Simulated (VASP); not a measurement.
# Al3BiO3 (R3m) in VASP: notebook

Aim: see how the results for Al3BiO3 move with the level of theory and the settings. Levels: PBE, r2SCAN. Tasks: relaxation of cell and atoms, single point.

Program: VASP 6.6.1. These are calculated values, not measurements. Logs are shortened: lines on timing, memory, paths and dates and some standing lists are left out, and cuts for length are marked.

## Step 1: The crystal as given

Symmetry: R3m, No. 160, trigonal system. The conventional cell has a = 7.416 Å, b = 7.416 Å, c = 6.606 Å, α = 90.00°, β = 90.00°, γ = 120.00°. Al (site symmetry m) is surrounded by 3 O at 1.84 to 1.86 Å. Bi (site symmetry 3m) has 3 Al at 2.80 Å and 3 O at 2.94 Å as nearest neighbours. O (site symmetry m) is surrounded by 3 Al at 1.84 to 1.86 Å.

The cell was built by a generator and needn't be a form met in nature.

## Step 2: Relaxation of cell and atoms, PBE

File INCAR:

```
SYSTEM = Al3BiO3
ALGO     = Normal         ! electronic algorithm
EDIFF    = 1E-6           ! SCF threshold, eV
EDIFFG   = -0.01          ! ionic threshold
ENCUT    = 520            ! plane-wave cutoff, eV
GGA      = PE             ! functional
IBRION   = 2              ! ionic algorithm
ISIF     = 3              ! what is computed and relaxed
ISMEAR   = 0              ! smearing method
KPAR     = 4            
LASPH    = .TRUE.         ! aspherical terms in the spheres
LCHARG   = .FALSE.        ! write CHGCAR
LREAL    = .FALSE.        ! projectors in reciprocal space
LWAVE    = .FALSE.        ! write WAVECAR
NELM     = 120            ! most SCF steps
NSW      = 90             ! ionic steps
PREC     = Accurate       ! precision mode
SIGMA    = 0.03           ! smearing width, eV
```

File KPOINTS:

```
k-points
0
G
  6 6 6
  0 0 0
```

File POSCAR:

```
Al3BiO3
1.0
    3.7081202900      2.1408842500      2.2020000000
   -3.7081202900      2.1408842500      2.2020000000
    0.0000000000     -4.2817685000      2.2020000000
Al Bi O
3 1 3
Direct
    0.4637430900      0.0216509700      0.4637430900
    0.0216509700      0.4637430900      0.4637430900
    0.4637430900      0.4637430900      0.0216509700
    0.8705722100      0.8705722100      0.8705722100
    0.2674723000      0.2674723000      0.6458001800
    0.2674723000      0.6458001800      0.2674723000
    0.6458001800      0.2674723000      0.2674723000
```

Potentials or basis: VASP PAW PBE potentials, release 64 (Al, Bi_d, O).

Launch:

```
cat potpaw_PBE.64/Al/POTCAR potpaw_PBE.64/Bi_d/POTCAR potpaw_PBE.64/O/POTCAR > POTCAR
mpirun -np 4 vasp_std > vasp.out
```

OUTCAR:

```text
SYSTEM = Al3BiO3
   EDIFF = 1E-6
   EDIFFG = -0.01
   ENCUT = 520
   GGA = PE
   IBRION = 2
   ISIF = 3
   ISMEAR = 0
   LASPH = .TRUE.
   LREAL = .FALSE.
   NELM = 120
   NSW = 90
   PREC = Accurate

 ion  position               nearest neighbor table
   1  0.464  0.022  0.464-   5 1.84   7 1.84   6 1.86   4 2.80   3 3.10   3 3.10   2 3.10   2 3.10
                             2 3.28   3 3.28   4 3.50
   2  0.022  0.464  0.464-   5 1.84   6 1.84   7 1.86   4 2.80   3 3.10   3 3.10   1 3.10   1 3.10
                             1 3.28   3 3.28   4 3.50
   3  0.464  0.464  0.022-   6 1.84   7 1.84   5 1.86   4 2.80   2 3.10   1 3.10   1 3.10   2 3.10
                             1 3.28   2 3.28   4 3.50
   4  0.871  0.871  0.871-   1 2.80   2 2.80   3 2.80   6 2.94   7 2.94   5 2.94   1 3.50   2 3.50
                             3 3.50
   5  0.267  0.267  0.646-   1 1.84   2 1.84   3 1.86   4 2.94
   6  0.267  0.646  0.267-   3 1.84   2 1.84   1 1.86   4 2.94
   7  0.646  0.267  0.267-   3 1.84   1 1.84   2 1.86   4 2.94

  LATTYP: Found a trigonal (rhomboedric) cell.
 ALAT       =     4.8148048202
 COS(alpha) =    -0.1862609942

  Lattice vectors:

 A1 = (   3.7081202900,   2.1408842500,   2.2020000000)
 A2 = (  -3.7081202900,   2.1408842500,   2.2020000000)
 A3 = (   0.0000000000,  -4.2817685000,   2.2020000000)

Analysis of symmetry for initial positions (statically):
=====================================================================
 Subroutine PRICEL returns:
 Original cell was already a primitive cell.

 Routine SETGRP: Setting up the symmetry group for a
 trigonal (rhombohedral) supercell.

 Subroutine GETGRP returns: Found  6 space group operations
 (whereof  6 operations were pure point group operations)
 out of a pool of 12 trial point group operations.

The static configuration has the point symmetry C_3v.

Analysis of symmetry for dynamics (positions and initial velocities):
=====================================================================
 Subroutine PRICEL returns:
 Original cell was already a primitive cell.

 Routine SETGRP: Setting up the symmetry group for a
 trigonal (rhombohedral) supercell.

 Subroutine GETGRP returns: Found  6 space group operations
 (whereof  6 operations were pure point group operations)
 out of a pool of 12 trial point group operations.

[... 116 lines left out ...]
   ISIF   =      3    stress and relaxation
   ISYM   =      2    0-nonsym 1-usesym 2-fastsym
   POTIM  = 0.5000    time-step for ionic-motion
   TEBEG  =    0.0;   TEEND  =   0.0 temperature during run
   PSTRESS=    0.0 pullay stress
   NELECT =      42.0000    total number of electrons
   NUPDOWN=      -1.0000    fix difference up-down
   EMIN   =  10.00;   EMAX   =-10.00  energy-range for DOS
   EFERMI =   0.00;   METHOD = LEGACY
   ISMEAR =     0;   SIGMA  =   0.03  broadening in eV -4-tet -1-fermi 0-gaus
   EFERMI_NEDOS =   21; number of points for ismear=-14 and -15
   IALGO  =     38    algorithm
   IMIX   =      4    mixing-type and parameters
     AMIX     =   0.40;   BMIX     =  1.00
     AMIX_MAG =   1.60;   BMIX_MAG =  1.00
  volume/ion in A,a.u.               =      14.98       101.11
  Fermi-wavevector in a.u.,A,eV,Ry     =   1.206663  2.280263 19.810574  1.456036
  Thomas-Fermi vector in A             =   2.342324
   LORBIT       =      0    0 simple, 1 ext, 2 COOP (PROOUT), +10 PAW based schemes
   GGA     = PE    functional components
   LHFCALC =     F    Hartree Fock is set to
   AEXX    =    0.0000 exact exchange contribution
   IVDW    =     0    specifies the selected vdW correction
   LEPSILON=     F    determine dielectric tensor
   LRPA    =     F    only Hartree local field effects (RPA)
 conjugate gradient relaxation of ions
 non-spin polarized calculation
 Gauss-broadening in eV      SIGMA  =   0.03
  energy-cutoff  :      520.00
  volume of cell :      104.89
 maximum number of plane-waves:      2843
   NGX = 17   NGY = 17   NGZ = 17

--------------------------------------- Ionic step        1  -------------------------------------------

 number of electron      41.9999995 magnetization

 Free energy of the ion-electron system (eV)
  ---------------------------------------------------
  ext. energy  EPLUGINS =         0.00000000
  ---------------------------------------------------
  free energy    TOTEN  =       -43.07577695 eV

  energy without entropy =      -43.07577695  energy(sigma->0) =      -43.07577695

------------------------ aborting loop because EDIFF is reached ----------------------------------------

  FORCE on cell =-STRESS in cart. coord.  units (eV):
  Direction    XX          YY          ZZ          XY          YZ          ZX
  --------------------------------------------------------------------------------------
  -------------------------------------------------------------------------------------
  Total        0.5478471      0.5478471      0.2802184      0.0000000      0.0000000      0.0000000
  in kB        8.3686311      8.3686311      4.2804724      0.0000000      0.0000000      0.0000000
  external PRESSURE =       7.0059115 kB  Pullay stress =       0.0000000 kB
[... 233 lines left out ...]
--------------------------------------- Ionic step        7  -------------------------------------------

 number of electron      41.9999987 magnetization

 Free energy of the ion-electron system (eV)
  ---------------------------------------------------
  ext. energy  EPLUGINS =         0.00000000
  ---------------------------------------------------
  free energy    TOTEN  =       -43.07869340 eV

  energy without entropy =      -43.07869340  energy(sigma->0) =      -43.07869340

 E-fermi :   6.4098     XC(G=0): -10.1116

 val. band max:        6.2680782590   @ k =  -0.1667   0.1667   0.0000
 cond. band min:       6.9619905022   @ k =   0.0000   0.0000   0.0000
 fundamental gap:      0.6939122432
 Fermi energy:         6.4098248090

 k-point     1 :       0.0000    0.0000    0.0000
  band No.  band energies     occupation
      1     -14.9091      2.00000
      2     -14.9091      2.00000
      3     -14.8690      2.00000
      4     -14.8690      2.00000
      5     -14.8375      2.00000
      6     -14.0326      2.00000
[... 661 lines left out ...]
     24      10.8889      0.00000
     25      11.1158      0.00000

 [... further k-points ...]

------------------------ aborting loop because EDIFF is reached ----------------------------------------

  FORCE on cell =-STRESS in cart. coord.  units (eV):
  Direction    XX          YY          ZZ          XY          YZ          ZX
  --------------------------------------------------------------------------------------
  -------------------------------------------------------------------------------------
  Total        0.0090802      0.0090802      0.0053503      0.0000000      0.0000000      0.0000000
  in kB        0.1376912      0.1376912      0.0811313      0.0000000      0.0000000      0.0000000
  external PRESSURE =       0.1188379 kB  Pullay stress =       0.0000000 kB
[... 22 lines left out ...]
  FREE ENERGIE OF THE ION-ELECTRON SYSTEM (eV)
  ---------------------------------------------------
  free  energy   TOTEN  =       -43.0786934034 eV

  energy  without entropy=      -43.0786934034  energy(sigma->0) =      -43.07869340

 reached required accuracy - stopping structural energy minimisation
```

CONTCAR:

```text
Al3BiO3
   1.00000000000000
     3.7225368870065525    2.1492076761903083    2.2010544775695755
    -3.7225368870065525    2.1492076761903083    2.2010544775695755
     0.0000000000000000   -4.2984153523806166    2.2010544775695755
  Al              Bi              O
     3     1     3
Direct
     0.4627816503695594    0.0229312063373807    0.4627816503695600
     0.0229312063373807    0.4627816503695594    0.4627816503695600
     0.4627816503695600    0.4627816503695600    0.0229312063373801
     0.8694366862900001    0.8694366862900001    0.8694366862900001
     0.2682316447346111    0.2682316447346111    0.6460596571642868
     0.2682316447346112    0.6460596571642866    0.2682316447346111
     0.6460596571642866    0.2682316447346112    0.2682316447346111

  0.00000000E+00  0.00000000E+00  0.00000000E+00
  0.00000000E+00  0.00000000E+00  0.00000000E+00
  0.00000000E+00  0.00000000E+00  0.00000000E+00
  0.00000000E+00  0.00000000E+00  0.00000000E+00
  0.00000000E+00  0.00000000E+00  0.00000000E+00
  0.00000000E+00  0.00000000E+00  0.00000000E+00
  0.00000000E+00  0.00000000E+00  0.00000000E+00
```

Run time: 1.8 min. Hardware: 4 MPI ranks of Intel Xeon Platinum 8259CL at 2.50GHz (Skylake/Cascade Lake), shared host; peak memory 0.26 GiB.

Results:

| Property | Result |
| --- | --- |
| Free energy | -43.0787 eV |
| Relaxed volume | 15.09 Å³/atom |
| Relaxed cell | a = 4.829 Å, b = 4.829 Å, c = 4.829 Å, α = 100.86°, β = 100.86°, γ = 100.86° |
| Space group after relaxing (to 0.05 Å) | R3m (No. 160) |
| Energy gained by relaxing | 0.4 meV/atom |
| Ionic steps | 7 |
| Pressure after relaxing | 0.0 GPa |
| Largest force after relaxing | 0.008 eV/Å |
| Band gap on the k mesh | 0.69 eV, indirect (least direct gap 0.76 eV) |

Forces in eV/Å, atoms in the order of the input:
```
Al  -0.002  0.001  0.008
Al   0.002  0.001  0.008
Al   0.000 -0.002  0.008
Bi   0.000  0.000 -0.003
O    0.000 -0.002 -0.007
O   -0.002  0.001 -0.007
O    0.002  0.001 -0.007
```

Step by step:
| step | energy change (eV) | largest force (eV/Å) | pressure (GPa) | volume (Å³) |
| --- | --- | --- | --- | --- |
| 1 | 0.0000 | 0.0447 | 0.70 | 104.89 |
| 2 | -0.0016 | 0.0653 | -0.36 | 105.88 |
| 3 | -0.0019 | 0.0582 | -0.08 | 105.61 |
| 4 | -0.0024 | 0.0334 | -0.06 | 105.64 |
| 5 | -0.0028 | 0.0180 | -0.03 | 105.69 |
| 6 | -0.0029 | 0.0162 | 0.02 | 105.64 |
| 7 | -0.0029 | 0.0079 | 0.01 | 105.66 |

Final structure:
```
Al Bi O
1.0
     3.72254    2.14921    2.20105
    -3.72254    2.14921    2.20105
     0.00000   -4.29842    2.20105
Al Bi O
3 1 3
Direct
  0.46278 0.02293 0.46278
  0.02293 0.46278 0.46278
  0.46278 0.46278 0.02293
  0.86944 0.86944 0.86944
  0.26823 0.26823 0.64606
  0.26823 0.64606 0.26823
  0.64606 0.26823 0.26823
```

Caveat: spin-orbit coupling is left out, which as a rule narrows the gap of such compounds by several tenths of an eV.

## Step 3: Relaxation of cell and atoms, PBE

This run uses another cell than the first one, of 15.09 Å³/atom, 1.007 times its volume.

Changes to INCAR since step 2:

```diff
@@ -2,4 +2,4 @@
 ALGO     = Normal         ! electronic algorithm
-EDIFF    = 1E-6           ! SCF threshold, eV
-EDIFFG   = -0.01          ! ionic threshold
+EDIFF    = 1E-7           ! SCF threshold, eV
+EDIFFG   = -0.005         ! ionic threshold
 ENCUT    = 520            ! plane-wave cutoff, eV
@@ -15,3 +15,4 @@
 NELM     = 120            ! most SCF steps
-NSW      = 90             ! ionic steps
+NSW      = 60             ! ionic steps
+POTIM    = 0.3            ! step
 PREC     = Accurate       ! precision mode
```

KPOINTS is that of step 2.

File POSCAR:

```
Al3BiO3                                 
1.0
    3.7225368870      2.1492076762      2.2010544776
   -3.7225368870      2.1492076762      2.2010544776
    0.0000000000     -4.2984153524      2.2010544776
  Al              Bi              O             
     3     1     3
Direct
     0.4627816503695594    0.0229312063373807    0.4627816503695600
     0.0229312063373807    0.4627816503695594    0.4627816503695600
     0.4627816503695600    0.4627816503695600    0.0229312063373801
     0.8694366862900001    0.8694366862900001    0.8694366862900001
     0.2682316447346111    0.2682316447346111    0.6460596571642868
     0.2682316447346112    0.6460596571642866    0.2682316447346111
     0.6460596571642866    0.2682316447346112    0.2682316447346111
```

Potentials or basis: VASP PAW PBE potentials, release 64 (Al, Bi_d, O).

Launch:

```
cat potpaw_PBE.64/Al/POTCAR potpaw_PBE.64/Bi_d/POTCAR potpaw_PBE.64/O/POTCAR > POTCAR
mpirun -np 4 vasp_std > vasp.out
```

It took 38 s on 4 MPI ranks of Intel Xeon Platinum 8259CL at 2.50GHz (Skylake/Cascade Lake), shared host; peak memory 0.25 GiB.

Results (log left out):

| Quantity | Value |
| --- | --- |
| Free energy | -43.0794 eV |
| Energy gained by relaxing | 0.0 meV/atom |
| Ionic steps | 2 |
| Pressure after relaxing | 0.0 GPa |
| Largest force after relaxing | 0.004 eV/Å |
| Band gap on the k mesh | 0.69 eV, indirect (least direct gap 0.76 eV) |

Forces on the atoms (eV/Å):
```
Al  -0.001  0.001  0.004
Al   0.001  0.001  0.004
Al   0.000 -0.001  0.004
Bi   0.000  0.000 -0.002
O    0.000 -0.003 -0.003
O   -0.002  0.001 -0.003
O    0.002  0.001 -0.003
```

Final structure:
```
Al Bi O
1.0
     3.72265    2.14927    2.20099
    -3.72265    2.14927    2.20099
     0.00000   -4.29855    2.20099
Al Bi O
3 1 3
Cartesian
  1.6374 -0.9453 2.0878
  -1.6374 -0.9453 2.0878
  0.0000 1.8907 2.0878
  0.0000 0.0000 5.7408
  0.0000 -1.6242 2.6025
  -1.4066 0.8121 2.6025
  1.4066 0.8121 2.6025
```

Levels at points of the mesh, in eV from the valence-band top:
| k point | band 19 | band 20 | band 21 | band 22 | band 23 | band 24 |
| --- | --- | --- | --- | --- | --- | --- |
| (0.00, 0.00, 0.00) | -0.29 | -0.07 | -0.07 | 0.69 | 2.73 | 2.73 |
| (0.50, 0.00, 0.00) | -2.28 | -0.39 | -0.23 | 2.88 | 3.05 | 4.60 |
| (0.50, 0.50, 0.00) | -1.60 | -0.78 | -0.10 | 3.05 | 3.63 | 4.48 |
| (0.50, 0.50, 0.50) | -0.61 | -0.61 | -0.61 | 2.31 | 2.31 | 4.50 |

Caveat: spin-orbit coupling is left out, which as a rule narrows the gap of such compounds by several tenths of an eV. A k mesh can miss the band edges.

[end of part 1 of 2]
